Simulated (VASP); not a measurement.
```
Sr
1.0
    0.00000     2.95889     2.95889
    2.95889     0.00000     2.95889
    2.95889     2.95889     0.00000
Sr
1
Direct
  0.00000   0.00000   0.00000
```

The numbers are results of optB86b-vdW, VASP's PBE PAW potentials (set 64) (plane waves; VASP), not measurements. Numerical set-up: 520 eV cut-off, Gaussian smearing of 0.050 eV, potentials Sr_sv.

Question: Predict the band gap (along the path) with the smallest direct gap where there is one.

Answer: 
```json
{
 "band gap (along the path)": "none (metal, semimetal or under 0.01 eV)"
}
```

The absolute energy has meaning only against runs of the same code, potentials and settings.

The compound is Sr in the fcc structure. It was relaxed first, which changed the volume by -8 %.
